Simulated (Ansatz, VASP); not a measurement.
# Ba2AlO in VASP and in Ansatz

```
Ba Al O
1.0
     4.83920    0.00000    0.00000
     0.00000    4.83920    0.00000
     0.00000    0.00000    4.92063
Ba Al O
2 1 1
Direct
  0.50000 0.50000 0.50000
  0.00000 0.00000 0.00000
  0.50000 0.50000 0.00000
  0.00000 0.00000 0.50000
```

Alike in both runs: task single point; functional PBE; k mesh 4 × 4 × 4; occupations gaussian, width 0.1 eV; no spin polarisation.

|  | VASP | Ansatz |
| --- | --- | --- |
| version | VASP 6.6.1 | Ansatz 0.2.0 |
| potentials or method | VASP PAW PBE potentials, release 64 (Ba_sv, Al, O) | scalar-relativistic, plane waves, PAW |
| plane-wave cutoff (eV) | 520 | 420 |
| valence electrons in the cell | 29 | 29 |

Ansatz gave:

| Property | Result |
| --- | --- |
| gap on the k mesh at the Fermi level (eV) | none |
| pressure (GPa) | 10.5 |
| largest component of the traceless stress (GPa) | 20.86 |

Q: Which values does VASP return?

A: gap on the k mesh at the Fermi level (eV): none; pressure (GPa): 11.6; largest component of the traceless stress (GPa): 22.53.

A gap of «none» marks a metal or a gap that the smearing closes.

Caveats: an odd number of electrons without spin polarisation forces a metal; a magnetic or distorted state may lie lower. The runs have no spin-orbit coupling, so splittings on Ba are missing.
